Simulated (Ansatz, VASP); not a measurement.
# Cross-check of AlBAs2 (CuAu-ordered zincblende type (invented)) between VASP and Ansatz

One calculation is typed for both programs; each brings its own data sets. How far apart do they land? The cell is generated by rule, not measured, and may not be a known phase. The structure shown is the start of the Ansatz relaxation below; VASP solves that cell, so the two are compared at the walk's first step.

Program: Ansatz 0.2.0. Level of theory: plane waves, with VASP 6.6.1 beside it; single point at LDA. Results are calculated unless marked as measured.

**1. The structure**

The structure is tetragonal, space group P-4m2 (No. 115). The conventional cell has a = 3.487 Å, b = 3.487 Å, c = 5.193 Å, α = 90.00°, β = 90.00°, γ = 90.00°. Nearest to B lie 4 As at 2.06 Å. Nearest to Al lie 4 As at 2.30 Å. Nearest to As lie 2 B at 2.06 Å and 2 Al at 2.30 Å. Farther neighbours are not listed.

**2. Ansatz: relaxation, LDA**

Ansatz runs on its default PAW (the set named soft_2) files.

The two programs are compared at the cell with which this relaxation starts, whose forces are those of its first step.

input.yaml reads:

```yaml
crystal:
  lattice:
    - [3.4869195676, 0.0, 0.0]
    - [0.0, 3.4869195676, 0.0]
    - [0.0, 0.0, 5.1928482112]
  atoms:
    - { symbol: B, position: [0.0, 0.0, 0.0] }
    - { symbol: Al, position: [0.5, 0.5, 0.5] }
    - { symbol: As, position: [0.0, 0.5, 0.2106232941] }
    - { symbol: As, position: [0.5, 0.0, 0.7893767059] }
kpoints:
  mp_grid: { grid: [10, 10, 8] }
hamiltonian:
  xc: lda
scf:
  occupations: { method: gaussian, width: 0.02 }
output:
  forces: true
  stress: true
  eigenvalues: true
relax:
  adjacent_minimum: "off"
  f_tol: 0.001
  max_steps: 60
  cell: { stress_tol: 0.02, fix: [volume] }
```

Launch:

```console
ansatz run input.yaml --threads 4 --pin off --max-ram 8192MiB --backend cpu --events-out ev --progress --plain --runs-dir out
```

Numbers of over 12 decimals in the logs are rounded to 6 here.

Log:

```text
Engine: ansatz 0.2.0, aarch64-unknown-linux-gnu
Pseudopotentials: kind: paw
Pseudopotential: B, paw, valence charge 3, recommended cutoff 420 eV (normal), B.paw.azcp
Pseudopotential: Al, paw, valence charge 3, recommended cutoff 420 eV (normal), Al.paw.azcp
Pseudopotential: As, paw, valence charge 15, recommended cutoff 420 eV (normal), As.paw.azcp
Functional definition: SPW92
  exchange = slater_x
  correlation = pw_c
Crystal: 4 atoms, lattice volume = 63.138 Å³
Basis set: ecut = 420 eV, 1245 PW (Γ)
Bands: 22, of which v1, the nominal top of the filled ones, is band 18 counted from 1 (17 counted from 0)
Symmetry: 8 space group operations
Space group: P-4m2 (ITA 115), of the structure as read, at distance tolerance 4.0e-5 Å
k-points: 105 of 800 (time reversal used)
Non-local potential: B, projectors of the file, l = 0: 2, l = 1: 2, l = 2: 1
Non-local potential: Al, projectors of the file, l = 0: 2, l = 1: 2, l = 2: 1
Non-local potential: As, projectors of the file, l = 0: 2, l = 1: 2, l = 2: 3, l = 3: 1
PAW form: soft (Blöchl's): semilocal exchange-correlation on the pseudo side does not see the compensation charge
PAW frozen core: B, regenerated for the run's functional, and the local potential with it (the file was generated under x = pbe(κ = 0.804, μ = 0.219515), c = pbe(β = 0.066725))
PAW frozen core: Al, regenerated for the run's functional, and the local potential with it (the file was generated under x = pbe(κ = 0.804, μ = 0.219515), c = pbe(β = 0.066725))
PAW frozen core: As, regenerated for the run's functional, and the local potential with it (the file was generated under x = pbe(κ = 0.804, μ = 0.219515), c = pbe(β = 0.066725))
PAW one-centre angular grid: B, 110 points (default); XC on 64 Gauss nodes
PAW one-centre angular grid: Al, 110 points (default); XC on 64 Gauss nodes
PAW one-centre angular grid: As, 590 points (default); XC on 64 Gauss nodes
Initial density: superposition of atomic densities (neutral atoms: chi_scale 0, normalization atom), corrected by the library's trained network
Initial wavefunctions: pseudopotential atomic-orbital guess
Functional: x = slater, c = lda
SCF iter   1: F=—  HF=-10209.871364 eV  |F-HF|=—  |Δ(HF+E_count)|=         —  Δρ=6.62e-3  dr2=3.23e-2  ethr=1.77e-3  ⟨swp⟩=6.3  Hψ=11429  notcnv=0
preconditioner: auto → none  [insulator: Δε(μ)=0.341 eV  Ē_g=9.649 eV  σ=0.020 eV  W_gap=1.00  n_scr=16 (ndim 8)  ℏωp=18.7 eV  f_vac=0.000  D(μ)=0.00/eV (n_scr^D=0)  ε∞_Penn≈4.8]
SCF iter   2: F=—  HF=-10209.862913 eV  |F-HF|=—  |Δ(HF+E_count)|=   8.45e-3  Δρ=2.73e-3  dr2=8.35e-3  ethr=8.97e-5  ⟨swp⟩=3.0  Hψ=4484  notcnv=0
SCF iter   3: F=—  HF=-10209.860780 eV  |F-HF|=—  |Δ(HF+E_count)|=   2.13e-3  Δρ=1.40e-3  dr2=9.37e-4  ethr=2.32e-5  ⟨swp⟩=2.9  Hψ=3611  notcnv=0
SCF iter   4: F=—  HF=-10209.860567 eV  |F-HF|=—  |Δ(HF+E_count)|=   2.13e-4  Δρ=5.54e-4  dr2=1.03e-4  ethr=2.60e-6  ⟨swp⟩=2.0  Hψ=2883  notcnv=0
SCF iter   5: F=—  HF=-10209.860548 eV  |F-HF|=—  |Δ(HF+E_count)|=   1.85e-5  Δρ=1.41e-4  dr2=5.00e-6  ethr=2.87e-7  ⟨swp⟩=2.0  Hψ=3121  notcnv=0
SCF iter   6: F=—  HF=-10209.860549 eV  |F-HF|=—  |Δ(HF+E_count)|=   1.05e-6  Δρ=1.86e-5  dr2=1.01e-7  ethr=1.39e-8  ⟨swp⟩=1.0  Hψ=2310  notcnv=0
SCF iter   7: F=-10209.860549 eV  HF=-10209.860549 eV  |F-HF|=6.18e-11  |Δ(HF+E_count)|=   2.48e-8  Δρ=2.51e-6  dr2=1.73e-9  ethr=2.78e-10  ⟨swp⟩=4.8  Hψ=8642  notcnv=0
SCF 1 converged in 7 iterations: F = -10209.860549 eV  dr2 = 1.73e-9
  greatest PAW one-centre occupation: 0.999 electrons in one spin orbital (limit 2), on the As atom at site 3 (counted from 0), in its partial waves of l = 2
relax step   1: F+E_penalty+E_count = -10209.86054923 eV  Δ(F+E_penalty+E_count) = +0.000e0 eV  max|allowed force component| = 1.719e-1 eV/Å  Δτ_max = 0.0000 Å  P = +13.271 GPa  Ω = 63.138 Å³  fix = [volume]  reactions: volume +13.271 GPa  (7 SCF iters, dr2 threshold 1.00e-7 eV, accepted)
[...]
relax step   2: F+E_penalty+E_count = -10209.86429104 eV  Δ(F+E_penalty+E_count) = -3.742e-3 eV  max|allowed force component| = 9.576e-2 eV/Å  Δτ_max = 0.0041 Å  P = +13.059 GPa  Ω = 63.138 Å³  energy of the carried Pulay correction = +1.047e-17 eV  fix = [volume]  reactions: volume +13.059 GPa  (5 SCF iters, dr2 threshold 4.00e-7 eV, accepted)
[...]
relax step   3: F+E_penalty+E_count = -10209.86462746 eV  Δ(F+E_penalty+E_count) = -3.364e-4 eV  max|allowed force component| = 4.830e-2 eV/Å  Δτ_max = 0.0058 Å  P = +13.041 GPa  Ω = 63.138 Å³  fix = [volume]  reactions: volume +13.041 GPa  (4 SCF iters, dr2 threshold 4.00e-7 eV, accepted)
[...]
relax step   4: F+E_penalty+E_count = -10209.86473242 eV  Δ(F+E_penalty+E_count) = -1.050e-4 eV  max|allowed force component| = 3.236e-4 eV/Å  Δτ_max = 0.0020 Å  P = +13.050 GPa  Ω = 63.138 Å³  energy of the carried Pulay correction = -1.570e-17 eV  fix = [volume]  reactions: volume +13.050 GPa  (4 SCF iters, dr2 threshold 1.46e-7 eV, accepted)
[...]
relax step   5: F+E_penalty+E_count = -10209.86474884 eV  Δ(F+E_penalty+E_count) = -1.642e-5 eV  max|allowed force component| = 2.868e-4 eV/Å  Δτ_max = 0.0000 Å  P = +13.050 GPa  Ω = 63.138 Å³  fix = [volume]  reactions: volume +13.050 GPa  stress off target by 9.75e-3 GPa on what of the cell is left free  SCF on the basis re-selected at this cell (its energy is not comparable with the rows above)  (6 SCF iters)
basis re-selected at this cell: Δ(F+E_penalty+E_count) = -1.642e-5 eV, ΔP = +0.000 GPa vs the last step (what re-selecting the basis moved, of the pressure what is left beyond the Pulay correction that the steps carried, after the strain that the cell walked since its last selection, with what the two solves' SCF thresholds leave and, on support functions, any second-order correction that the steps lacked; it is no m [...]
SCF converged after 6 iterations
Free energy (F): -10209.864749 eV
Harris-Foulkes:  -10209.864749 eV  (|F-HF|=3.64e-12)
Internal energy: -10209.864749 eV  (E = F + TS)
E sigma→0 (E₀):  -10209.864749 eV
Fermi energy:    10.629946 eV
--- Per-component energies (eV) ---
  E_band       = -443.729160
  E_kinetic    = 287.518470
  E_local      = -3758.668124  (includes V_loc(G=0)·N_el)
  E_nonlocal   = -1305.050151
  E_hartree    = 2059.972299
  E_xc         = -232.814627
  E_vxc        = -231.160977  (∫ρ·V_xc dr)
  E_paw        = -4025.493467  (= ΣΔE_a)
  E_vpaw       = 443.687019  (= ΣTr[D̂ρ^β])
  E_aug_tail   = 0.000012  (compensation charges beyond the density's cutoff)
  E_ewald      = -3239.581172
  E_core_change = 4.252011  (= ΣΔE_core)
  E_smearing   = -0.000000  (= −TS)
  E_closure    = -0.000000  (closes the sum)
  Σ components = -10209.864749   (vs F -10209.864749, Δ=0.00e0)
--- Forces (eV/Å), atoms counted from 1 ---
  atom   1  B      0.00000000    -0.00000000    -0.00000000
  atom   2  Al     0.00000000    -0.00000000    -0.00000000
  atom   3  As    -0.00000000    -0.00000000     0.00028678
  atom   4  As    -0.00000000    -0.00000000    -0.00028678
  max |Σ_I F_I| component: 9.76e-17 eV/Å
--- Stress (GPa, compression-positive) ---
       13.045076      -0.000000      -0.000000
       -0.000000      13.045076       0.000000
       -0.000000       0.000000      13.059708
  P = ⅓ Tr σ = 13.0500 GPa (130.500 kbar)
--- Band table (eV; the first three rows and the last of 105) ---
  k-point 0: bands = [... 14 lower, 6.3273, 9.8195, 10.5315, 10.5315, 10.8738, 11.3685, 13.6834, 13.7803]
  k-point 1: bands = [... 14 lower, 6.3646, 9.3354, 10.3161, 10.3161, 10.9201, 11.5596, 13.4980, 14.1037]
  k-point 2: bands = [... 14 lower, 6.4625, 8.3114, 9.8767, 9.8767, 11.0605, 11.8788, 13.2660, 14.8579]
  k-point 104: bands = [... 14 lower, 5.0239, 5.0963, 5.4855, 5.4855, 14.0954, 14.0954, 14.1089, 16.0115]
--- Relaxed structure (4 steps of the walk, 4 accepted, 1 SCFs on fresh bases) ---
  F+E_penalty+E_count = -10209.86474884 eV   max|allowed force component| = 2.868e-4 eV/Å   (the final SCF, on the basis selected at the relaxed cell)
  cell:  # Å, volume = 63.1378 Å³
    - [3.471841, 0, 0]
    - [0, 3.471841, 0.0]
    - [0, 0.0, 5.238053]
  atoms:
    - { symbol: B, position: [0, 0, 0] }
    - { symbol: Al, position: [0.500000, 0.500000, 0.5] }
    - { symbol: As, position: [0, 0.500000, 0.209090] }
    - { symbol: As, position: [0.500000, 0, 0.790910] }
```

In the SCF lines HF is the Harris–Foulkes energy and dr2 the Hartree energy of the density residual, in eV; the loop may stop once dr2 is under the threshold and the program's other checks hold. Hψ counts applications of the Hamiltonian.

**3. VASP: single point, LDA, start cell**

The same cell, functional (in two slightly different forms), mesh and smearing now go to VASP, with its own data sets.

Lines of VASP's logs that name or quote its potential files are left out, and so is its time.

INCAR reads:

```
SYSTEM = AlBAs2
PREC = Accurate
ENCUT = 420
EDIFF = 1E-06
NELM = 120
ISMEAR = 0
SIGMA = 0.02
LREAL = .FALSE.
ALGO = Normal
GGA = PW92
NBANDS = 14
LORBIT = 11
LWAVE = .FALSE.
LCHARG = .FALSE.
ISIF = 2
LASPH = .TRUE.
GGA_COMPAT = .FALSE.
EFERMI = MIDGAP
KPAR = 2
```

POSCAR reads:

```
AlBAs2
1.0
    3.4869200000      0.0000000000      0.0000000000
    0.0000000000      3.4869200000      0.0000000000
    0.0000000000      0.0000000000      5.1928480000
B Al As
1 1 2
Direct
    0.0000000000      0.0000000000      0.0000000000
    0.5000000000      0.5000000000      0.5000000000
    0.0000000000      0.5000000000      0.2106233420
    0.5000000000      0.0000000000      0.7893766580
```

KPOINTS reads:

```
Automatic mesh
0
Gamma
10 10 8
0 0 0
```

PAW data sets: B, Al and As (LDA family, release 64).

Launch:

```console
mpirun -np 2 vasp_std
```

Log:

```text
[banner, memory and clock lines left out]
running    2 mpi-ranks, on    1 nodes
 distrk:  each k-point on    1 cores,    2 groups
 distr:  one band on    1 cores,    1 groups

 POSCAR found type information on POSCAR B AlAs
 POSCAR found :  3 types and       4 ions
|                                                                             |
|               ----> ADVICE to this user running VASP <----                  |
|                                                                             |
|     You enforced a specific xc type in the INCAR file but a different       |
|     [... a line on the potential file left out ...]
|     I HOPE YOU KNOW WHAT YOU ARE DOING!                                     |
|                                                                             |

 LDA part: xc-table for (Slater(with rela. corr.)+PW92), standard interpolation
 POSCAR, INCAR and KPOINTS ok, starting setup
 FFT: planning ... GRIDC
 FFT: planning ... GRID_SOFT
 FFT: planning ... GRID
 WAVECAR not read
 entering main loop
       N       E                     dE             d eps       ncg     rms          rms(c)
DAV:   1     0.347502150823E+02    0.34750E+02   -0.56969E+03  2940   0.823E+02
DAV:   2    -0.203183124075E+02   -0.55069E+02   -0.50291E+02  3982   0.136E+02
DAV:   3    -0.231068086789E+02   -0.27885E+01   -0.27653E+01  3786   0.321E+01
DAV:   4    -0.231291877092E+02   -0.22379E-01   -0.22373E-01  3510   0.334E+00
DAV:   5    -0.231294390656E+02   -0.25136E-03   -0.25135E-03  3798   0.354E-01    0.621E+00
DAV:   6    -0.224383356571E+02    0.69110E+00   -0.57385E-01  3486   0.511E+00    0.343E+00
DAV:   7    -0.222660400372E+02    0.17230E+00   -0.28188E-01  3702   0.317E+00    0.107E+00
DAV:   8    -0.222551859807E+02    0.10854E-01   -0.26475E-02  3606   0.104E+00    0.216E-01
DAV:   9    -0.222550972863E+02    0.88694E-04   -0.24586E-03  3498   0.350E-01    0.761E-02
DAV:  10    -0.222550739756E+02    0.23311E-04   -0.23386E-04  3612   0.862E-02    0.297E-02
DAV:  11    -0.222550780623E+02   -0.40867E-05   -0.15284E-05  3654   0.286E-02    0.126E-02
DAV:  12    -0.222550785099E+02   -0.44756E-06   -0.96633E-07  2358   0.717E-03
   1 F= -.22255079E+02 E0= -.22255079E+02  d E =-.696767E-25
```

From OUTCAR (step 3):

```text
ion  position               nearest neighbor table
   1  0.000  0.000  0.000-   3 2.06   4 2.06   3 2.06   4 2.06
   2  0.500  0.500  0.500-   3 2.30   4 2.30   4 2.30   3 2.30
   3  0.000  0.500  0.211-   1 2.06   1 2.06   2 2.30   2 2.30
   4  0.500  0.000  0.789-   1 2.06   1 2.06   2 2.30   2 2.30

  LATTYP: Found a simple tetragonal cell.
 ALAT       =     3.4869200000
 C/A-ratio  =     1.4892363461

 Subroutine GETGRP returns: Found  8 space group operations
 (whereof  8 operations were pure point group operations)

The static configuration has the point symmetry D_2d.

 Found    105 irreducible k-points:

   k-points           NKPTS =    105   k-points in BZ     NKDIM =    105   number of bands    NBANDS=     14

   dimension x,y,z NGX =    24 NGY =   24 NGZ =   36
   dimension x,y,z NGXF=    48 NGYF=   48 NGZF=   72

   ENCUT  =  420.0 eV  30.87 Ry    5.56 a.u.   5.83  5.83  8.68*2*pi/ulx,y,z

   NELECT =      16.0000    total number of electrons

 k-points in reciprocal lattice and weights: Automatic mesh
   0.00000000  0.00000000  0.00000000       0.001
   0.10000000  0.00000000  0.00000000       0.005
   0.20000000  0.00000000  0.00000000       0.005
   0.30000000  0.00000000  0.00000000       0.005
   0.40000000  0.00000000  0.00000000       0.005
   0.50000000  0.00000000  0.00000000       0.003
   0.10000000  0.10000000  0.00000000       0.005
   0.20000000  0.10000000  0.00000000       0.010
   0.30000000  0.10000000  0.00000000       0.010
[...]
0.50000000  0.40000000  0.50000000       0.005
   0.50000000  0.50000000  0.50000000       0.001

 average (electrostatic) potential at core
       1 -32.2223       2 -71.7667       3 -51.2804       4 -51.2804

 E-fermi :   6.9150

 k-point     1 :       0.0000    0.0000    0.0000
  band No.  band energies     occupation
    ...
      4       2.5791      2.00000
      5       2.5791      2.00000
      6       6.1888      2.00000
      7       6.7757      2.00000
      8       6.7757      2.00000
      9       7.1042      0.00000
     10       7.5932      0.00000
     11       9.9230      0.00000
     12      10.0441      0.00000
     13      10.0441      0.00000
    ...

 k-point     2 :       0.1000    0.0000    0.0000
  band No.  band energies     occupation
    ...
      4       1.9773      2.00000
      5       2.6594      2.00000
      6       5.7265      2.00000
      7       6.0139      2.00000
      8       6.7465      2.00000
      9       7.3689      0.00000
     10       8.2362      0.00000
     11       9.8917      0.00000
     12      10.1372      0.00000
     13      10.4708      0.00000
    ...

 k-point     3 :       0.2000    0.0000    0.0000
  band No.  band energies     occupation
    ...
      4       0.9897      2.00000
      5       2.8896      2.00000
      6       4.2426      2.00000
      7       5.0412      2.00000
      8       6.6361      2.00000
      9       7.6907      0.00000
     10       9.7010      0.00000
     11      10.2158      0.00000
     12      10.4183      0.00000
     13      11.0006      0.00000
    ...

  Total        5.3096141      5.3096141      5.9700353      0.0000000      0.0000000      0.0000000
  in kB      134.7360975    134.7360975    151.4948614      0.0000000      0.0000000      0.0000000
  external PRESSURE =     140.3223521 kB  Pullay stress =       0.0000000 kB

  energy-cutoff  :      420.00
  volume of cell :       63.14
      direct lattice vectors                 reciprocal lattice vectors
     3.486920000  0.000000000  0.000000000     0.286786046  0.000000000  0.000000000
     0.000000000  3.486920000  0.000000000     0.000000000  0.286786046  0.000000000
     0.000000000  0.000000000  5.192848000     0.000000000  0.000000000  0.192572554

 POSITION                                       TOTAL-FORCE (eV/Angst)
 -----------------------------------------------------------------------------------
      0.00000      0.00000      0.00000        -0.000000      0.000000     -0.000000
      1.74346      1.74346      2.59642        -0.000000     -0.000000     -0.000000
      0.00000      1.74346      1.09374        -0.000000      0.000000     -0.172475
      1.74346      0.00000      4.09911         0.000000      0.000000      0.172475
 -----------------------------------------------------------------------------------
    total drift:                                0.000000      0.000000      0.000000

  FREE ENERGIE OF THE ION-ELECTRON SYSTEM (eV)
  ---------------------------------------------------
  free  energy   TOTEN  =       -22.2550785099 eV

  energy  without entropy=      -22.2550785099  energy(sigma->0) =      -22.25507851

 total charge
# of ion       s       p       d       tot
------------------------------------------
    1        0.649   1.146   0.000   1.795
    2        0.430   0.487   0.000   0.917
    3        1.190   1.779   0.063   3.032
    4        1.190   1.779   0.063   3.032
--------------------------------------------------
tot          3.460   5.191   0.126   8.777

[... 3 further parts left out ...]
```

The run ends at a pressure of 14.03 GPa, with forces up to 0.17 eV/Å.

**4. Comparison**

Known differences besides the potentials themselves: the data sets hold 36 valence electrons in Ansatz (on its default PAW (the set named soft_2) files) and 16 in VASP; VASP's log shows a relativistic correction to its local exchange, Ansatz's none. Total energies have different zeros and are not compared.

Forces (eV/Å; atoms numbered as in POSCAR):

```csv
atom,"Ansatz x, y, z","VASP x, y, z"
B1,"0.000, 0.000, 0.000","0.000, 0.000, 0.000"
Al2,"0.000, 0.000, 0.000","0.000, 0.000, 0.000"
As3,"0.000, 0.000, -0.172","0.000, 0.000, -0.172"
As4,"0.000, 0.000, 0.172","0.000, 0.000, 0.172"
```

The forces differ by 0.2 meV/Å r.m.s., which is 0.3 % of the r.m.s. force of 0.070 eV/Å (both taken over all components).

**5. Summary of results**

* r.m.s. force difference (single point, LDA, start cell): 0.23 meV/Å

**Reading.** The r.m.s. force difference is 0.23 meV/Å (single point, LDA, start cell), within the 12 meV/Å picked in this series as the mark of a large difference. The data sets hold unlike numbers of valence electrons (36 in Ansatz and 16 in VASP), so part of the differences comes from the potentials. Such differences can come from data sets, numerical settings and the points named under the comparisons, not from the functional's error against experiment.

[Lines on the potential files, build, host, timing and source positions are cut from VASP's logs without a mark.]

[Logs are printed without paths, hosts, clocks, repeated set-up lines and the standing remarks that a program may print on its own settings, such as how far it seeks lower states.]

[Hosts, paths, dates, database ids (printed as entryN), source tags and the programs' standing remarks are cut or masked in the printed files.]
